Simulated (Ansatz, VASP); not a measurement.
# Cross-check of CaIrO3 between VASP and Ansatz

Aim: how closely do two programs agree when they are given the same cell, functional and k mesh? The cell is taken from a series of VASP runs on this material, whose earlier steps may have relaxed, scaled or displaced it; both programs get it as it stands.

Method: plane waves, with VASP 6.6.1 beside it; single point at PBEsol, DFT+U, in Ansatz 0.2.0.

### 1. The starting structure

The structure is orthorhombic, space group Cmcm (No. 63). The conventional cell has a = 3.147 Å, b = 9.869 Å, c = 7.302 Å, α = 90.00°, β = 90.00°, γ = 90.00°. Nearest to Ca lie 8 O at 2.33 to 2.51 Å. Nearest to Ir lie 6 O at 1.97 to 2.05 Å. Nearest to O lie 2 Ir at 1.97 Å and 2 Ca at 2.33 Å. O has 2 Ir at 2.05 Å and 3 Ca at 2.46 to 2.51 Å nearest. Farther neighbours and most contacts between anions are not listed.

### 2. Ansatz: single point, PBEsol, DFT+U

Ansatz runs on its default PAW (the set named soft_2) files.

With cell and atoms fixed, the geometry can't cause a difference; cores, projectors, grids and the points listed under the comparison can.

Contents of input.yaml:

```yaml
crystal:
  lattice:
    - [1.5733, -4.9345, 0.0]
    - [1.5733, 4.9345, 0.0]
    - [0.0, 0.0, 14.6038]
  atoms:
    - { symbol: Ca, position: [0.2498, 0.7502, 0.125] }
    - { symbol: Ca, position: [0.2498, 0.7502, 0.625] }
    - { symbol: Ca, position: [0.7502, 0.2498, 0.375] }
    - { symbol: Ca, position: [0.7502, 0.2498, 0.875] }
    - { symbol: Ir, position: [0.0, 0.0, 0.0], spin: 1.0 }
    - { symbol: Ir, position: [0.0, 0.0, 0.5], spin: -1.0 }
    - { symbol: Ir, position: [0.0, 0.0, 0.25], spin: 1.0 }
    - { symbol: Ir, position: [0.0, 0.0, 0.75], spin: -1.0 }
    - { symbol: O, position: [0.9244, 0.0756, 0.125] }
    - { symbol: O, position: [0.9244, 0.0756, 0.625] }
    - { symbol: O, position: [0.0756, 0.9244, 0.375] }
    - { symbol: O, position: [0.0756, 0.9244, 0.875] }
    - { symbol: O, position: [0.6276, 0.3724, 0.22475] }
    - { symbol: O, position: [0.6276, 0.3724, 0.72475] }
    - { symbol: O, position: [0.3724, 0.6276, 0.47475] }
    - { symbol: O, position: [0.3724, 0.6276, 0.97475] }
    - { symbol: O, position: [0.3724, 0.6276, 0.27525] }
    - { symbol: O, position: [0.3724, 0.6276, 0.77525] }
    - { symbol: O, position: [0.6276, 0.3724, 0.02525] }
    - { symbol: O, position: [0.6276, 0.3724, 0.52525] }
hamiltonian:
  xc: pbesol
  pseudopotentials: { kind: paw }
  hubbard: { sites: [{ species: Ir, l: d, u_eff: 2.0 }] }
magnetization:
  spin_polarized: true
kpoints:
  mp_grid: { grid: [8, 8, 2] }
scf:
  occupations: { method: fermi_dirac, width: 0.02 }
  n_extra_bands: 13
output:
  forces: true
  stress: true
  eigenvalues: true
```

Run with:

```console
$ ansatz run input.yaml --threads 4 --pin off --max-ram 18432MiB --backend cpu --events-out ev --progress --plain --runs-dir out
```

Numbers of over 12 decimals in the logs are rounded to 6 here.

The program printed:

```text
Ca: projections on atomic orbitals take those of the free atom [Ne] 3s2 3p6 4s2, of charge +0.00 (hamiltonian.pseudopotentials.projection_atoms); the dataset's partial waves leave at most 2.9e-7 of an orbital's norm unspanned inside its sphere
Ir: projections on atomic orbitals take those of the free atom [Kr 4d10 4f14] 5s2 5p6 5d7 6s2, of charge +0.00 (hamiltonian.pseudopotentials.projection_atoms); the dataset's partial waves leave at most 8.4e-5 of an orbital's norm unspanned inside its sphere
O: projections on atomic orbitals take those of the free atom [He] 2s2 2p4, of charge +0.00 (hamiltonian.pseudopotentials.projection_atoms); the dataset's partial waves leave at most 1.9e-8 of an orbital's norm unspanned inside its sphere
scf.n_extra_bands = 13 over 90 filled bands (N_el = 180.0): the run solves 103 bands
Engine: ansatz 0.2.0, aarch64-unknown-linux-gnu
Pseudopotentials: kind: paw
Pseudopotential: Ca, paw, valence charge 10, recommended cutoff 420 eV (normal), Ca.paw.azcp
Pseudopotential: Ir, paw, valence charge 17, recommended cutoff 420 eV (normal), Ir.paw.azcp
Pseudopotential: O, paw, valence charge 6, recommended cutoff 420 eV (normal), O.paw.azcp
Functional definition: PBEsol
  exchange = pbesol_x
  correlation = pbesol_c
Crystal: 20 atoms, lattice volume = 226.752 Å³
Basis set: ecut = 420 eV, 4441 PW (Γ), exchange–correlation on 72×72×200 points (8 copies of the dense FFT grid, shifted against one another)
Bands: 103, of which v1, the nominal top of the filled ones, is band 90 counted from 1 (89 counted from 0)
Symmetry: 4 space group operations
Space group: Amm2 (ITA 38), of the structure as read, at distance tolerance 6.1e-5 Å
Magnetic group: BNS 38.192 (UNI 290), of the structure as read, at distance tolerance 6.1e-5 Å
k-points: 42 of 128 (time reversal used)
Non-local potential: Ca, projectors of the file, l = 0: 3, l = 1: 2, l = 2: 2
Non-local potential: Ir, projectors of the file, l = 0: 3, l = 1: 2, l = 2: 2, l = 3: 1
Non-local potential: O, projectors of the file, l = 0: 2, l = 1: 2, l = 2: 1
PAW form: soft (Blöchl's): semilocal exchange-correlation on the pseudo side does not see the compensation charge
PAW frozen core: Ca, regenerated for the run's functional, and the local potential with it (the file was generated under x = pbe(κ = 0.804, μ = 0.219515), c = pbe(β = 0.066725))
PAW frozen core: Ir, regenerated for the run's functional, and the local potential with it (the file was generated under x = pbe(κ = 0.804, μ = 0.219515), c = pbe(β = 0.066725))
PAW frozen core: O, regenerated for the run's functional, and the local potential with it (the file was generated under x = pbe(κ = 0.804, μ = 0.219515), c = pbe(β = 0.066725))
PAW one-centre angular grid: Ca, 110 points (default); XC on 64 Gauss nodes
PAW one-centre angular grid: Ir, 590 points (default); XC on 64 Gauss nodes
PAW one-centre angular grid: O, 110 points (default); XC on 64 Gauss nodes
Initial density: superposition of atomic densities (chi_scale 0.1, normalization cell, long waves kept (reshape's long-wave potential 0.04 eV rms))
Starting moments: Σ|m| = 4 μB on 4 of 20 sites
Starting magnetic order: antiferromagnet; a translation exchanges its spin sublattices: spin-degenerate at every k-point
Initial wavefunctions: pseudopotential atomic-orbital guess
Functional: x = pbesol(κ = 0.804, μ = 0.123457), c = pbesol(β = 0.046)
SCF iter   1: F=—  HF=-61107.492862 eV  |F-HF|=—  |Δ(HF+E_count)|=         —  Δρ=5.70e-2 (↑5.70e-2 ↓5.70e-2)  dr2=3.82e1  dr2_m=7.30e-1  M=0.000 μB ∫|m|=2.905 μB  β_m=0.30  ethr=3.10e-3  ⟨swp⟩=8.9  Hψ=19395  notcnv=0  defer=23
preconditioner: auto → Kerker (q_TF=auto, 2.625 Å⁻¹)  [metal: Δε(μ)=0.034 eV  Ē_g=12.088 eV  σ=0.020 eV  W_gap=0.40  n_scr=68 (ndim 8)  ℏωp=29.2 eV  f_vac=0.000  D(μ)=7.19/eV (n_scr^D=48)]
spin=Collinear: Kerker preconditioning applied to the charge; magnetization (m = ρ↑ − ρ↓) channel mixes plain (no charge-response kernel on spin).
SCF iter   2: F=—  HF=-61103.753392 eV  |F-HF|=—  |Δ(HF+E_count)|=    3.74e0  Δρ=3.78e-2 (↑3.78e-2 ↓3.78e-2)  dr2=1.79e1  dr2_m=4.10e-1  M=0.000 μB ∫|m|=2.945 μB  β_m=0.30  ethr=3.10e-3  ⟨swp⟩=3.5  Hψ=8086  notcnv=0  defer=216
SCF iter   3: F=—  HF=-61100.334136 eV  |F-HF|=—  |Δ(HF+E_count)|=    3.42e0  Δρ=1.72e-2 (↑1.72e-2 ↓1.72e-2)  dr2=3.41e0  dr2_m=2.30e-1  M=0.000 μB ∫|m|=3.205 μB  β_m=0.30  ethr=3.10e-3  ⟨swp⟩=4.9  Hψ=12708  notcnv=0  defer=216
SCF iter   4: F=—  HF=-61099.735589 eV  |F-HF|=—  |Δ(HF+E_count)|=   5.99e-1  Δρ=1.25e-2 (↑1.25e-2 ↓1.25e-2)  dr2=6.12e-1  dr2_m=1.48e-1  M=0.000 μB ∫|m|=3.276 μB  β_m=0.30  ethr=1.89e-3  ⟨swp⟩=4.5  Hψ=9940  notcnv=0  defer=188
SCF iter   5: F=—  HF=-61099.744895 eV  |F-HF|=—  |Δ(HF+E_count)|=   9.31e-3  Δρ=7.11e-3 (↑7.11e-3 ↓7.11e-3)  dr2=1.41e-1  dr2_m=8.59e-2  M=0.000 μB ∫|m|=3.233 μB  β_m=0.30  ethr=3.40e-4  ⟨swp⟩=3.6  Hψ=8555  notcnv=0  defer=165
SCF iter   6: F=—  HF=-61099.809004 eV  |F-HF|=—  |Δ(HF+E_count)|=   6.41e-2  Δρ=5.44e-3 (↑5.44e-3 ↓5.44e-3)  dr2=3.67e-2  dr2_m=5.18e-2  M=0.000 μB ∫|m|=3.261 μB  β_m=0.30  ethr=7.84e-5  ⟨swp⟩=3.5  Hψ=6782  notcnv=0  defer=165
[...]
SCF iter  10: F=—  HF=-61099.918894 eV  |F-HF|=—  |Δ(HF+E_count)|=   4.13e-4  Δρ=2.78e-4 (↑2.78e-4 ↓2.78e-4)  dr2=6.24e-4  dr2_m=3.30e-5  M=0.000 μB ∫|m|=3.330 μB  β_m=0.82  ethr=5.62e-7  ⟨swp⟩=2.1  Hψ=6938  notcnv=0  defer=161
SCF iter  11: F=—  HF=-61099.918862 eV  |F-HF|=—  |Δ(HF+E_count)|=   3.20e-5  Δρ=8.38e-5 (↑8.38e-5 ↓8.38e-5)  dr2=1.03e-4  dr2_m=2.93e-6  M=0.000 μB ∫|m|=3.336 μB  β_m=0.91  ethr=3.47e-7  ⟨swp⟩=2.0  Hψ=6594  notcnv=0  defer=161
SCF iter  12: F=—  HF=-61099.918858 eV  |F-HF|=—  |Δ(HF+E_count)|=   4.54e-6  Δρ=5.74e-5 (↑5.74e-5 ↓5.74e-5)  dr2=4.09e-5  dr2_m=1.13e-6  M=0.000 μB ∫|m|=3.336 μB  β_m=0.96  ethr=5.72e-8  ⟨swp⟩=2.0  Hψ=5947  notcnv=0  defer=161
SCF iter  13: F=—  HF=-61099.918856 eV  |F-HF|=—  |Δ(HF+E_count)|=   1.41e-6  Δρ=5.69e-5 (↑5.69e-5 ↓5.69e-5)  dr2=3.09e-5  dr2_m=2.96e-7  M=0.000 μB ∫|m|=3.337 μB  β_m=0.79  ethr=2.27e-8  ⟨swp⟩=2.0  Hψ=6614  notcnv=0  defer=161
SCF iter  14: F=—  HF=-61099.918851 eV  |F-HF|=—  |Δ(HF+E_count)|=   5.47e-6  Δρ=9.87e-6 (↑9.87e-6 ↓9.87e-6)  dr2=7.11e-7  dr2_m=6.94e-8  M=0.000 μB ∫|m|=3.337 μB  β_m=0.90  ethr=1.72e-8  ⟨swp⟩=2.0  Hψ=5953  notcnv=0  defer=161
SCF iter  15: F=—  HF=-61099.918851 eV  |F-HF|=—  |Δ(HF+E_count)|=   8.73e-8  Δρ=7.77e-6 (↑7.77e-6 ↓7.77e-6)  dr2=5.03e-7  dr2_m=1.37e-8  M=0.000 μB ∫|m|=3.337 μB  β_m=0.76  ethr=3.95e-10  ⟨swp⟩=2.0  Hψ=6601  notcnv=0  defer=161
iter 16 did not close the SCF: its close was put off for a magnetic moment that had not settled (scf_convergence_deferred on its scf_iter line)
SCF iter  16: F=-61099.918851 eV  HF=-61099.918851 eV  |F-HF|=2.12e-8  |Δ(HF+E_count)|=   6.91e-8  Δρ=2.64e-6 (↑2.64e-6 ↓2.64e-6)  dr2=4.04e-8  dr2_m=7.92e-9  M=0.000 μB ∫|m|=3.337 μB  β_m=0.88  ethr=5.56e-11  ⟨swp⟩=13.2  Hψ=19827  notcnv=0
SCF iter  17: F=-61099.918851 eV  HF=-61099.918851 eV  |F-HF|=5.06e-9  |Δ(HF+E_count)|=   7.57e-9  Δρ=8.47e-7 (↑8.47e-7 ↓8.47e-7)  dr2=6.55e-9  dr2_m=2.84e-10  M=0.000 μB ∫|m|=3.337 μB  ethr=2.24e-11  ⟨swp⟩=2.0  Hψ=12341  notcnv=0
SCF 1 converged in 17 iterations: F = -61099.918851 eV  dr2 = 6.55e-9
  greatest PAW one-centre occupation: 1.000 electrons in one spin orbital (limit 2), on the Ir atom at site 7 (counted from 0), in its partial waves of l = 0
SCF converged after 17 iterations
Magnetization: 0.0000 μB (90.0000 up, 90.0000 down)
Absolute magnetization: 3.3427 μB (∫|ρ↑−ρ↓|, with the PAW one-centre terms)
Spin contamination: 1.5480 ħ² per cell (⟨S²⟩ above its minimum at these occupations)
Per-site moments (μB) at R_I (Å): [(0.00508644, 0.962500), (-0.00508644, 0.962500), (-5.4971850151388567e-17, 0.962500), (5.638964930183303e-17, 0.962500), (0.367162, 0.813475), (-0.367162, 0.813475), (0.367162, 0.813475), (-0.367162, 0.813475), (0.146906, 0.813475), (-0.146906, 0.813475), (-4.8279195508129186e-17, 0.813475), (1.6372514945796666e-16, 0.813475), (0.088942, 0.845076), (-0.088942, 0.845076), (-0.084339, 0.845076), (0.084339, 0.845076), (0.084339, 0.845076), (-0.084339, 0.845076), (0.088942, 0.845076), (-0.088942, 0.845076)]
Free energy (F): -61099.918851 eV
Harris-Foulkes:  -61099.918851 eV  (|F-HF|=5.06e-9)
Internal energy: -61099.906712 eV  (E = F + TS)
E sigma→0 (E₀):  -61099.912781 eV
Entropy (-TS):   -0.012139 eV (-0.607 meV/atom)
Fermi energy:    12.412260 eV
--- Per-component energies (eV) ---
  E_band       = -1286.505080
  E_kinetic    = 5696.935394
  E_local      = -12753.741877  (includes V_loc(G=0)·N_el)
  E_nonlocal   = 1144.323533
  E_hartree    = 4630.779310
  E_xc         = -2479.711205
  E_vxc        = -2997.327311  (∫ρ·V_xc dr)
  E_hubbard    = 5.772429  (on-site DFT+U / exact-exchange correction)
  E_vhub       = -17.048524  (the Hubbard potential's part of the band-sum identity)
  E_paw        = -41527.444338  (= ΣΔE_a)
  E_vpaw       = -1621.234083  (= ΣTr[D̂ρ^β])
  E_aug_tail   = 0.029689  (compensation charges beyond the density's cutoff)
  E_ewald      = -15818.809418
  E_core_change = 1.959771  (= ΣΔE_core)
  E_smearing   = -0.012139  (= −TS)
  E_closure    = -0.000000  (closes the sum)
  Σ components = -61099.918851   (vs F -61099.918851, Δ=0.00e0)
--- Forces (eV/Å), atoms counted from 1 ---
  atom   1  Ca     0.00000000     0.03805547     0.00000000
  atom   2  Ca     0.00000000     0.03805547     0.00000000
  atom   3  Ca     0.00000000     0.01408208    -0.00000000
  atom   4  Ca     0.00000000     0.01408208     0.00000000
  atom   5  Ir     0.00000000    -0.00459826    -0.07518070
  atom   6  Ir     0.00000000    -0.00459826    -0.07518070
  atom   7  Ir     0.00000000    -0.00459826     0.07518070
  atom   8  Ir     0.00000000    -0.00459826     0.07518070
  atom   9  O      0.00000000     0.09399203     0.00000000
  atom  10  O      0.00000000     0.09399203     0.00000000
  atom  11  O      0.00000000    -0.18776564    -0.00000000
  atom  12  O      0.00000000    -0.18776564     0.00000000
  atom  13  O      0.00000000     0.31537744     0.01987228
  atom  14  O     -0.00000000     0.31537744     0.01987228
  atom  15  O     -0.00000000    -0.28999467     0.11821330
  atom  16  O      0.00000000    -0.28999467     0.11821330
  atom  17  O      0.00000000    -0.28999467    -0.11821330
  atom  18  O     -0.00000000    -0.28999467    -0.11821330
  atom  19  O      0.00000000     0.31537744    -0.01987228
  atom  20  O     -0.00000000     0.31537744    -0.01987228
  max |Σ_I F_I| component: 1.34e-4 eV/Å
--- Stress (GPa, compression-positive) ---
       -1.867928       0.000000       0.000000
        0.000000      -5.020955       0.000000
        0.000000       0.000000      -2.872625
  P = ⅓ Tr σ = -3.2538 GPa (-32.538 kbar)
--- Band table (eV; the first three rows and the last of 84) ---
  k-point 0 ↑: bands = [... 86 lower, 12.0253, 12.0653, 12.0696, 12.5506, 12.5517, 12.9767, 15.3407, 15.6653, ... 9 higher]
  k-point 1 ↑: bands = [... 86 lower, 12.0524, 12.1518, 12.3314, 12.4986, 12.5973, 12.9104, 15.3291, 15.4603, ... 9 higher]
  k-point 2 ↑: bands = [... 86 lower, 11.9002, 11.9196, 12.0808, 12.3822, 12.3920, 12.9528, 15.3190, 15.4096, ... 9 higher]
  k-point 41 ↓: bands = [... 86 lower, 12.1428, 12.1842, 12.2887, 12.5753, 12.6147, 12.8644, 15.1590, 15.2823, ... 9 higher]
Occupation matrices written to <dir>
```

Run time: 57 s. Hardware: 4 threads of Arm Neoverse V2, shared host; peak memory 1.9 GiB.

The run ends at a pressure of -3.25 GPa, with forces up to 0.32 eV/Å.

(Part 1 of 2 ends here.)

[Lines on the potential files, build, host, timing and source positions are cut from VASP's logs without a mark.]

[Logs are printed without paths, hosts, clocks, repeated set-up lines and the standing remarks that a program may print on its own settings, such as how far it seeks lower states.]

[Hosts, paths, dates, database ids (printed as entryN), source tags and the programs' standing remarks are cut or masked in the printed files.]
